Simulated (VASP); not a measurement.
```
CELL_PARAMETERS angstrom
      0.00000     2.65519     2.65519
      2.65519     0.00000     2.65519
      2.65519     2.65519     0.00000
ATOMIC_POSITIONS crystal
  Co 0.00000 0.00000 0.00000
  Si 0.25000 0.25000 0.25000
  Si 0.75000 0.75000 0.75000
```

Level of theory: PBEsol GGA, VASP's PBE PAW potentials (set 64) (plane waves; VASP). Settings: 400 eV cut-off, Gaussian smearing of 0.050 eV, potentials Co Si.

### Question
Give the energies of bands 2 to 11 at the high-symmetry points, in eV from the Fermi level.

### Answer

```tsv
band	Γ	X	U	L	W
2	-4.17	-7.34	-8.12	-9.35	-8.15
3	-4.17	-6.47	-6.72	-3.68	-6.18
4	-4.17	-3.70	-3.93	-3.68	-6.09
5	-1.97	-3.70	-3.48	-2.23	-2.35
6	-1.97	-2.02	-2.30	-1.68	-2.35
7	1.07	-2.02	-1.82	-1.68	-2.02
8	3.46	-1.98	-1.25	-0.45	-1.49
9	3.46	-1.36	-0.98	-0.45	-0.68
10	3.46	1.71	2.07	2.77	3.79
11	3.56	2.92	5.01	3.53	3.79
```

It has no gap at this level: it comes out as a metal or semimetal.

The compound is CoSi2 in the fluorite structure. It was relaxed first. The run is not spin-polarised, so no magnetic state was tried. The electron count is odd and the run is not spin-polarised, which forces a metal.
